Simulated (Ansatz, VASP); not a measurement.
## TiOs3: VASP beside Ansatz

```
Os Ti
1.0
     3.93889    0.00000    0.00000
     0.00000    3.93889    0.00000
     0.00000    0.00000    3.93889
Os Ti
3 1
Direct
  0.00000 0.50000 0.50000
  0.50000 0.00000 0.50000
  0.50000 0.50000 0.00000
  0.00000 0.00000 0.00000
```

Change from the starting cell: volume scaled by 1.04.

Alike in both runs: task single point; functional PBE; k mesh 7 × 7 × 7; occupations fermi-dirac, width 0.05 eV; no spin polarisation.

|  | VASP | Ansatz |
| --- | --- | --- |
| version | VASP 6.6.1 | Ansatz 0.2.0 |
| potentials or method | VASP PAW PBE potentials, release 64 (Os, Ti_sv) | Ansatz PAW |
| plane-wave cutoff (eV) | 520 | 420 |
| valence electrons in the cell | 36 | 60 |

|  | VASP | Ansatz | Ansatz less VASP |
| --- | --- | --- | --- |
| gap on the k mesh at the Fermi level (eV) | none | none | - |
| pressure (GPa) | -12.2 | -11.9 | +0.29 |

A gap of «none» marks a metal or a gap that the smearing closes. The two sets of potentials don't hold the same shells in valence.

The runs have no spin-orbit coupling, so splittings on Os are missing.
